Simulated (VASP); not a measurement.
# K (Potassium): the relaxed cell at several levels of theory

How much does the relaxed cell of K (Potassium) depend on the functional? The starting structure is a measured crystal structure from the Crystallography Open Database. The first relaxation on each setting starts from this cell expanded by 3 % in volume.

Main program and level: VASP 6.6.1; Kohn-Sham DFT with plane waves and PAW; PBEsol, LDA, PBE, PBEsol + D3(BJ), r2SCAN, r2SCAN + rVV10, optB86b-vdW and AM05.

## Step 1: Starting point

The structure is cubic, space group Im-3m (No. 229). Conventional cell: a = 5.236 Å, b = 5.236 Å, c = 5.236 Å, α = 90.00°, β = 90.00°, γ = 90.00°. K has 8 K at 4.53 Å nearest.

## Step 2: Relaxation with PBEsol

PBEsol restores the gradient expansion of exchange and is tuned for the cells of solids. This run starts from the cell of an earlier relaxation, which isn't shown; the restart sets up the plane waves anew.

INCAR

```
SYSTEM = K
PREC = Accurate
ENCUT = 450
EDIFF = 1E-06
NELM = 100
ISMEAR = 1
SIGMA = 0.15
LREAL = .FALSE.
ALGO = Normal
GGA = PS
NBANDS = 10
LORBIT = 11
LWAVE = .FALSE.
LCHARG = .FALSE.
KPAR = 4
IBRION = 2
NSW = 50
ISIF = 3
EDIFFG = -0.006
```

POSCAR

```
K
1.0
   -2.6063727912      2.6063727912      2.6063727912
    2.6063727912     -2.6063727912      2.6063727912
    2.6063727912      2.6063727912     -2.6063727912
K
1
Direct
    0.0000000000      0.0000000000      0.0000000000
```

KPOINTS

```
Automatic mesh
0
Gamma
12 12 12
0 0 0
```

Potentials, in the order of the species: K_sv (PBE family, release 64).

Launch:

```sh
> mpirun -np 4 vasp_std
```

Log:

```text
[banner, memory and clock lines left out]
running    4 mpi-ranks, on    1 nodes
 distrk:  each k-point on    1 cores,    4 groups
 distr:  one band on    1 cores,    1 groups

 POSCAR found type information on POSCAR K
 POSCAR found :  1 types and       1 ions
|                                                                             |
|               ----> ADVICE to this user running VASP <----                  |
|                                                                             |
|     You enforced a specific xc type in the INCAR file but a different       |
|     [... a line on the potential file left out ...]
|     I HOPE YOU KNOW WHAT YOU ARE DOING!                                     |
|                                                                             |

 LDA part: xc-table for (Slater+PW92), standard interpolation
 POSCAR, INCAR and KPOINTS ok, starting setup
 FFT: planning ... GRIDC
 FFT: planning ... GRID_SOFT
 FFT: planning ... GRID
 WAVECAR not read
 entering main loop
       N       E                     dE             d eps       ncg     rms          rms(c)
DAV:   1     0.412147019169E+02    0.41215E+02   -0.33821E+03  1440   0.617E+02
DAV:   2     0.207140910381E+00   -0.41008E+02   -0.40653E+02  1562   0.182E+02
DAV:   3    -0.109106771556E+01   -0.12982E+01   -0.12921E+01  2256   0.256E+01
DAV:   4    -0.113412975454E+01   -0.43062E-01   -0.42891E-01  1922   0.372E+00
DAV:   5    -0.113480338217E+01   -0.67363E-03   -0.67356E-03  2140   0.405E-01    0.205E+00
DAV:   6    -0.113278578328E+01    0.20176E-02   -0.36859E-03  2128   0.411E-01    0.133E+00
DAV:   7    -0.113230977854E+01    0.47600E-03   -0.61609E-03  2064   0.496E-01    0.914E-02
DAV:   8    -0.113231834325E+01   -0.85647E-05   -0.48114E-04  1986   0.228E-01    0.304E-02
DAV:   9    -0.113233473926E+01   -0.16396E-04   -0.23013E-05  1966   0.418E-02    0.200E-02
DAV:  10    -0.113233303060E+01    0.17087E-05   -0.95354E-06  2134   0.236E-02    0.381E-03
DAV:  11    -0.113233271572E+01    0.31488E-06   -0.11872E-07  1016   0.315E-03
   1 F= -.11323327E+01 E0= -.11319315E+01  d E =-.113233E+01
 curvature:   0.00 expect dE= 0.000E+00 dE for cont linesearch  0.000E+00
 trial: gam= 0.00000 g(F)=  0.119E-62 g(S)=  0.247E-06 ort = 0.000E+00 (trialstep = 0.100E+01)
 search vector abs. value=  0.247E-06
 reached required accuracy - stopping structural energy minimisation
```

It took 3.6 s on 4 MPI ranks of Intel Xeon 6975P-C (Granite Rapids), shared host; peak memory 0.73 GiB.

The logs omit lines about the potential files and the build; timing stands in the text.

Parts of OUTCAR (step 2):

```text
ion  position               nearest neighbor table
   1  0.000  0.000  0.000-

  LATTYP: Found a body centered cubic cell.
 ALAT       =     5.2127455824

 Subroutine GETGRP returns: Found 48 space group operations
 (whereof 48 operations were pure point group operations)

The static configuration has the point symmetry O_h .

 Found     72 irreducible k-points:

   k-points           NKPTS =     72   k-points in BZ     NKDIM =     72   number of bands    NBANDS=     10

   dimension x,y,z NGX =    32 NGY =   32 NGZ =   32
   dimension x,y,z NGXF=    64 NGYF=   64 NGZF=   64

   ENCUT  =  450.0 eV  33.07 Ry    5.75 a.u.   7.81  7.81  7.81*2*pi/ulx,y,z

   NELECT =       9.0000    total number of electrons

 k-points in reciprocal lattice and weights: Automatic mesh
   0.00000000  0.00000000  0.00000000       0.001
   0.08333333  0.00000000  0.00000000       0.007
   0.16666667  0.00000000  0.00000000       0.007
   0.25000000  0.00000000  0.00000000       0.007
   0.33333333  0.00000000  0.00000000       0.007
   0.41666667  0.00000000  0.00000000       0.007
   0.50000000  0.00000000  0.00000000       0.003
   0.08333333  0.08333333  0.00000000       0.014
   0.16666667  0.08333333  0.00000000       0.028
[...]
0.50000000  0.50000000  0.41666667       0.007
   0.50000000  0.50000000  0.50000000       0.001

 average (electrostatic) potential at core
       1 -39.2693

 E-fermi :  -0.1013

 k-point     1 :       0.0000    0.0000    0.0000
  band No.  band energies     occupation
      1     -32.0550      2.00000
      2     -15.5615      2.00000
      3     -15.5615      2.00000
      4     -15.5615      2.00000
      5      -2.2983      2.00000
      6       4.2469      0.00000
      7       4.2469      0.00000
      8       4.2469      0.00000
      9       5.1917      0.00000
     10       5.1917      0.00000

 k-point     2 :       0.0833    0.0000    0.0000
  band No.  band energies     occupation
      1     -32.0547      2.00000
      2     -15.5668      2.00000
      3     -15.5632      2.00000
      4     -15.5615      2.00000
      5      -2.2091      2.00000
      6       4.1161      0.00000
      7       4.1308      0.00000
      8       4.3192      0.00000
      9       5.0294      0.00000
     10       5.1683      0.00000

 k-point     3 :       0.1667    0.0000    0.0000
  band No.  band energies     occupation
      1     -32.0538      2.00000
      2     -15.5814      2.00000
      3     -15.5681      2.00000
      4     -15.5614      2.00000
      5      -1.9458      2.00000
      6       3.6093      0.00000
      7       3.8592      0.00000
      8       4.5339      0.00000
      9       4.9380      0.00000
     10       5.1327      0.00000

  Total       -0.0013051     -0.0013051     -0.0013051      0.0000000      0.0000000     -0.0000000
  in kB       -0.0295243     -0.0295243     -0.0295243      0.0000000      0.0000000     -0.0000000
  external PRESSURE =      -0.0295243 kB  Pullay stress =       0.0000000 kB

  energy-cutoff  :      450.00
  volume of cell :       70.82
      direct lattice vectors                 reciprocal lattice vectors
    -2.606372791  2.606372791  2.606372791     0.000000000  0.191837485  0.191837485
     2.606372791 -2.606372791  2.606372791     0.191837485  0.000000000  0.191837485
     2.606372791  2.606372791 -2.606372791     0.191837485  0.191837485  0.000000000

 POSITION                                       TOTAL-FORCE (eV/Angst)
 -----------------------------------------------------------------------------------
      0.00000      0.00000      0.00000         0.000000     -0.000000      0.000000
 -----------------------------------------------------------------------------------
    total drift:                                0.000000      0.000000     -0.000000

  FREE ENERGIE OF THE ION-ELECTRON SYSTEM (eV)
  ---------------------------------------------------
  free  energy   TOTEN  =        -1.1323327157 eV

  energy  without entropy=       -1.1311289524  energy(sigma->0) =       -1.13193146

 reached required accuracy - stopping structural energy minimisation

 total charge
# of ion       s       p       d       tot
------------------------------------------
    1        1.980   5.544   0.005   7.529

[... 3 further parts left out ...]
```

CONTCAR:

```
K
   1.00000000000000
    -2.6063727912000001    2.6063727912000001    2.6063727912000001
     2.6063727912000001   -2.6063727912000001    2.6063727912000001
     2.6063727912000001    2.6063727912000001   -2.6063727912000001
  K
     1
Direct
     0.0000000000000000    0.0000000000000000    0.0000000000000000
```

This run has no spin polarisation. Its electron count is odd, so without a moment it is a metal by construction. The PAW data sets were made with PBE, which is usual practice but a small mismatch for other functionals. The run keeps the 48 symmetry operations of its start, so it cannot find a distortion of lower symmetry.

With PBEsol the relaxed cell holds 70.822 Å³ an atom, -1.33 % against the measured cell, with a = 5.213 Å. Pressures at 0.985 and 1.015 times this volume, from two more relaxations that aren't shown, give a bulk modulus of 3.7 GPa.

## Step 3: Relaxation with LDA

LDA, the lowest rung, knows the local density alone. This run starts from the cell of an earlier relaxation, which isn't shown; the restart sets up the plane waves anew.

Edit INCAR of step 2 so:

```diff
@@ -9,3 +9,3 @@
 ALGO = Normal
-GGA = PS
+GGA = CA
 NBANDS = 10
```

POSCAR

```
K
1.0
   -2.5195253488      2.5195253488      2.5195253488
    2.5195253488     -2.5195253488      2.5195253488
    2.5195253488      2.5195253488     -2.5195253488
K
1
Direct
    0.0000000000      0.0000000000      0.0000000000
```

KPOINTS is that of step 2.

Potentials, in the order of the species: K_sv (LDA family, release 64).

Launch:

```sh
> mpirun -np 4 vasp_std
```

Log:

```text
[banner, memory and clock lines left out]
running    4 mpi-ranks, on    1 nodes
[...]
LDA part: xc-table for (Slater(with rela. corr.)+CA(PZ))
 , standard interpolation
 POSCAR, INCAR and KPOINTS ok, starting setup
[...]
entering main loop
       N       E                     dE             d eps       ncg     rms          rms(c)
DAV:   1     0.467003298702E+02    0.46700E+02   -0.34272E+03  1440   0.630E+02
DAV:   2     0.351659749531E+00   -0.46349E+02   -0.45692E+02  1566   0.204E+02
DAV:   3    -0.112279272467E+01   -0.14745E+01   -0.14657E+01  2258   0.271E+01
DAV:   4    -0.116423516788E+01   -0.41442E-01   -0.41385E-01  1904   0.402E+00
[...]
DAV:   8    -0.116374391934E+01   -0.38754E-05   -0.34874E-04  1992   0.191E-01    0.222E-02
DAV:   9    -0.116375061387E+01   -0.66945E-05   -0.11985E-05  1866   0.270E-02    0.116E-02
DAV:  10    -0.116375022388E+01    0.39000E-06   -0.38970E-06  2040   0.166E-02
   1 F= -.11637502E+01 E0= -.11633679E+01  d E =-.116375E+01
[...]
reached required accuracy - stopping structural energy minimisation
```

Wall time 4.4 s (4 MPI ranks); peak memory 0.6 GiB; 15 s of CPU time.

OUTCAR, selected parts (step 3):

```text
  Total        0.0013357      0.0013357      0.0013357      0.0000000      0.0000000     -0.0000000
  in kB        0.0334511      0.0334511      0.0334511      0.0000000      0.0000000     -0.0000000
  external PRESSURE =       0.0334511 kB  Pullay stress =       0.0000000 kB

 POSITION                                       TOTAL-FORCE (eV/Angst)
 -----------------------------------------------------------------------------------
      0.00000      0.00000      0.00000         0.000000      0.000000      0.000000
 -----------------------------------------------------------------------------------
    total drift:                               -0.000000     -0.000000      0.000000

  FREE ENERGIE OF THE ION-ELECTRON SYSTEM (eV)
  ---------------------------------------------------
  free  energy   TOTEN  =        -1.1637502239 eV

  energy  without entropy=       -1.1626033426  energy(sigma->0) =       -1.16336793

[... 2 parts as in an earlier step ...]

[... 2 further parts left out ...]
[key lines of the parts left out:]
E-fermi :  -0.0070
```

With LDA the relaxed cell holds 63.976 Å³ an atom, -10.87 % against the measured cell, with a = 5.039 Å. That is -9.67 % from PBEsol. Pressures at 0.985 and 1.015 times this volume, from two more relaxations that aren't shown, give a bulk modulus of 4.6 GPa.

## Step 4: Relaxation with PBE

PBE, the usual starting point, adds the gradient of the density.

Edit INCAR of step 3 so:

```diff
@@ -9,3 +9,3 @@
 ALGO = Normal
-GGA = CA
+GGA = PE
 NBANDS = 10
```

POSCAR

```
K
1.0
   -2.6439224779      2.6439224779      2.6439224779
    2.6439224779     -2.6439224779      2.6439224779
    2.6439224779      2.6439224779     -2.6439224779
K
1
Direct
    0.0000000000      0.0000000000      0.0000000000
```

KPOINTS is that of step 3.

PAW data sets: K_sv (PBE family, release 64).

Launch:

```sh
> mpirun -np 4 vasp_std
```

Log:

```text
[banner, memory and clock lines left out]
running    4 mpi-ranks, on    1 nodes
[...]
LDA part: xc-table for (Slater+PW92), standard interpolation
 POSCAR, INCAR and KPOINTS ok, starting setup
[...]
entering main loop
       N       E                     dE             d eps       ncg     rms          rms(c)
DAV:   1     0.411079604679E+02    0.41108E+02   -0.33464E+03  1440   0.615E+02
DAV:   2     0.298384122033E+00   -0.40810E+02   -0.40374E+02  1572   0.181E+02
DAV:   3    -0.101580134538E+01   -0.13142E+01   -0.13099E+01  2332   0.259E+01
DAV:   4    -0.104462585257E+01   -0.28825E-01   -0.28801E-01  1922   0.344E+00
[...]
DAV:   8    -0.104615002383E+01   -0.60231E-04   -0.13370E-04  1778   0.133E-01    0.176E-02
DAV:   9    -0.104616141156E+01   -0.11388E-04   -0.14346E-05  1896   0.245E-02    0.445E-03
DAV:  10    -0.104616109153E+01    0.32003E-06   -0.16257E-06  2218   0.904E-03
   1 F= -.10461611E+01 E0= -.10457593E+01  d E =-.104616E+01
[...]
reached required accuracy - stopping structural energy minimisation
```

The job ended after 4.2 s (4 MPI ranks; peak memory 0.72 GiB; 15 s of CPU time).

OUTCAR, selected parts (step 4):

```text
  Total       -0.0056756     -0.0056756     -0.0056756     -0.0000000     -0.0000000      0.0000000
  in kB       -0.1230022     -0.1230022     -0.1230022     -0.0000000     -0.0000000      0.0000000
  external PRESSURE =      -0.1230022 kB  Pullay stress =       0.0000000 kB

 POSITION                                       TOTAL-FORCE (eV/Angst)
 -----------------------------------------------------------------------------------
      0.00000      0.00000      0.00000        -0.000000      0.000000      0.000000
 -----------------------------------------------------------------------------------
    total drift:                                0.000000      0.000000     -0.000000

  FREE ENERGIE OF THE ION-ELECTRON SYSTEM (eV)
  ---------------------------------------------------
  free  energy   TOTEN  =        -1.0461610915 eV

  energy  without entropy=       -1.0449558038  energy(sigma->0) =       -1.04575933

[... 2 parts as in an earlier step ...]

[... 2 further parts left out ...]
[key lines of the parts left out:]
E-fermi :  -0.1442
```

With PBE the relaxed cell holds 73.928 Å³ an atom, +3.00 % against the measured cell, where it started, since the stress there already met the criterion, with a = 5.288 Å. That is +4.38 % from PBEsol. Pressures at 0.985 and 1.015 times this volume, from two more relaxations that aren't shown, give a bulk modulus of 3.6 GPa.

## Step 5: Relaxation with PBEsol + D3(BJ)

D3 with Becke-Johnson damping keeps a finite attraction at short range. This run starts from the cell of an earlier relaxation, which isn't shown; the restart sets up the plane waves anew.

Edit INCAR of step 4 so:

```diff
@@ -9,3 +9,4 @@
 ALGO = Normal
-GGA = PE
+GGA = PS
+IVDW = 12
 NBANDS = 10
```

POSCAR

```
K
1.0
   -2.5412470601      2.5412470601      2.5412470601
    2.5412470601     -2.5412470601      2.5412470601
    2.5412470601      2.5412470601     -2.5412470601
K
1
Direct
    0.0000000000      0.0000000000      0.0000000000
```

KPOINTS is that of step 4.

Launch:

```sh
> mpirun -np 4 vasp_std
```

Log:

```text
[banner, memory and clock lines left out]
running    4 mpi-ranks, on    1 nodes
[...]
[... a notice as in an earlier step ...]

 LDA part: xc-table for (Slater+PW92), standard interpolation
 POSCAR, INCAR and KPOINTS ok, starting setup
[...]
entering main loop
       N       E                     dE             d eps       ncg     rms          rms(c)
DAV:   1     0.410152970715E+02    0.41015E+02   -0.34004E+03  1440   0.621E+02
DAV:   2     0.247207315577E+00   -0.40768E+02   -0.40281E+02  1558   0.183E+02
DAV:   3    -0.110086220803E+01   -0.13481E+01   -0.13440E+01  2332   0.259E+01
DAV:   4    -0.112950407144E+01   -0.28642E-01   -0.28621E-01  1874   0.337E+00
[...]
DAV:   9    -0.112709962825E+01   -0.14929E-04   -0.28356E-05  1966   0.423E-02    0.162E-02
DAV:  10    -0.112709812844E+01    0.14998E-05   -0.73086E-06  2074   0.217E-02    0.371E-03
DAV:  11    -0.112709785945E+01    0.26899E-06   -0.12489E-07   970   0.339E-03
   1 F= -.12653053E+01 E0= -.12649089E+01  d E =-.126531E+01
[...]
reached required accuracy - stopping structural energy minimisation
```

Wall time 4.8 s (4 MPI ranks); peak memory 0.71 GiB; 17 s of CPU time.

OUTCAR, selected parts (step 5):

```text
 Edisp (eV)   -0.13821

  Total      -0.00369    -0.00369    -0.00369    -0.00000    -0.00000     0.00000
  in kB      -0.09018    -0.09018    -0.09018    -0.00000    -0.00000     0.00000
  external pressure =       -0.09 kB  Pullay stress =        0.00 kB

 POSITION                                       TOTAL-FORCE (eV/Angst)
 -----------------------------------------------------------------------------------
      0.00000      0.00000      0.00000        -0.000000     -0.000000     -0.000000
 -----------------------------------------------------------------------------------
    total drift:                                0.000000     -0.000000      0.000000

  FREE ENERGIE OF THE ION-ELECTRON SYSTEM (eV)
  ---------------------------------------------------
  free  energy   TOTEN  =        -1.2653052874 eV

  energy  without entropy=       -1.2641162735  energy(sigma->0) =       -1.26490895

[... 2 parts as in an earlier step ...]

[... 2 further parts left out ...]
[key lines of the parts left out:]
E-fermi :   0.0734
```

With PBEsol + D3(BJ) the relaxed cell holds 65.645 Å³ an atom, -8.54 % against the measured cell, with a = 5.082 Å. That is -7.31 % from PBEsol. Pressures at 0.985 and 1.015 times this volume, from two more relaxations that aren't shown, give a bulk modulus of 4.2 GPa.

## Step 6: Relaxation with r2SCAN

r2SCAN adds the kinetic-energy density, costs more than a GGA and is run with LASPH. This run starts from the cell of an earlier relaxation, which isn't shown; the restart sets up the plane waves anew.

Edit INCAR of step 5 so:

```diff
@@ -9,4 +9,4 @@
 ALGO = Normal
-GGA = PS
-IVDW = 12
+METAGGA = R2SCAN
+LASPH = .TRUE.
 NBANDS = 10
```

POSCAR

```
K
1.0
   -2.6732619734      2.6732619734      2.6732619734
    2.6732619734     -2.6732619734      2.6732619734
    2.6732619734      2.6732619734     -2.6732619734
K
1
Direct
    0.0000000000      0.0000000000      0.0000000000
```

KPOINTS is that of step 5.

Launch:

```sh
> mpirun -np 4 vasp_std
```

Log:

```text
[banner, memory and clock lines left out]
running    4 mpi-ranks, on    1 nodes
[...]
[... a notice as in an earlier step ...]

 LDA part: xc-table for (None), standard interpolation
 POSCAR, INCAR and KPOINTS ok, starting setup
[...]
entering main loop
       N       E                     dE             d eps       ncg     rms          rms(c)
DAV:   1     0.367498003058E+02    0.36750E+02   -0.34922E+03  1440   0.634E+02
DAV:   2    -0.654450500943E+01   -0.43294E+02   -0.42809E+02  1564   0.190E+02
DAV:   3    -0.830869394558E+01   -0.17642E+01   -0.17590E+01  2430   0.288E+01
DAV:   4    -0.835854253577E+01   -0.49849E-01   -0.48692E-01  1966   0.395E+00
[...]
DAV:  10    -0.601018672479E+01   -0.11326E-03   -0.19079E-04  1568   0.112E-01    0.778E-03
DAV:  11    -0.601018780363E+01   -0.10788E-05   -0.23502E-06  2106   0.123E-02    0.364E-03
DAV:  12    -0.601018774700E+01    0.56629E-07   -0.81845E-07  1756   0.627E-03
   1 F= -.60101877E+01 E0= -.60097586E+01  d E =-.601019E+01
[...]
reached required accuracy - stopping structural energy minimisation
```

Elapsed: 15 s, on 4 MPI ranks; peak memory 0.77 GiB; 59 s of CPU time.

OUTCAR, selected parts (step 6):

```text
  Total       -0.0028279     -0.0028279     -0.0028279     -0.0000000     -0.0000000      0.0000000
  in kB       -0.0592909     -0.0592909     -0.0592909     -0.0000000     -0.0000000      0.0000000
  external PRESSURE =      -0.0592909 kB  Pullay stress =       0.0000000 kB

  FREE ENERGIE OF THE ION-ELECTRON SYSTEM (eV)
  ---------------------------------------------------
  free  energy   TOTEN  =        -6.0101877470 eV

  energy  without entropy=       -6.0089004056  energy(sigma->0) =       -6.00975863

[... 3 parts as in an earlier step ...]

[... 2 further parts left out ...]
[key lines of the parts left out:]
E-fermi :  -0.1696
```

With r2SCAN the relaxed cell holds 76.416 Å³ an atom, +6.47 % against the measured cell, with a = 5.347 Å. That is +7.90 % from PBEsol. Pressures at 0.985 and 1.015 times this volume, from two more relaxations that aren't shown, give a bulk modulus of 3.5 GPa.

(Part 1 of 2 ends here.)

[Lines on the potential files, build, host, timing and source positions are cut from VASP's logs without a mark.]

[Logs are printed without paths, hosts, clocks, repeated set-up lines and the standing remarks that a program may print on its own settings, such as how far it seeks lower states.]

[Hosts, paths, dates, database ids (printed as entryN), source tags and the programs' standing remarks are cut or masked in the printed files.]
